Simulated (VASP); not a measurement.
```
Ni
1.0
    0.00000     1.74008     1.74008
    1.74008     0.00000     1.74008
    1.74008     1.74008     0.00000
Ni
1
Direct
  0.00000   0.00000   0.00000
```
Starting moments (μB, in the order of the record's atoms Ni): 0.6.

Computed with PBE GGA with D4 dispersion, VASP's PBE PAW potentials (set 64) (plane waves; VASP). Settings: 520 eV cut-off, Gaussian smearing of 0.050 eV, potentials Ni.

Q: Estimate the cell moment, band gap (along the path) with the smallest direct gap where there is one.

A: 
```
Property                                                      Value
-------------------------  ----------------------------------------
band gap (along the path)  none (metal, semimetal or under 0.01 eV)
cell moment                                                 0.61 μB
```

The absolute energy has meaning only against runs of the same code, potentials and settings.

The compound is Ni in the fcc structure. It was relaxed first.
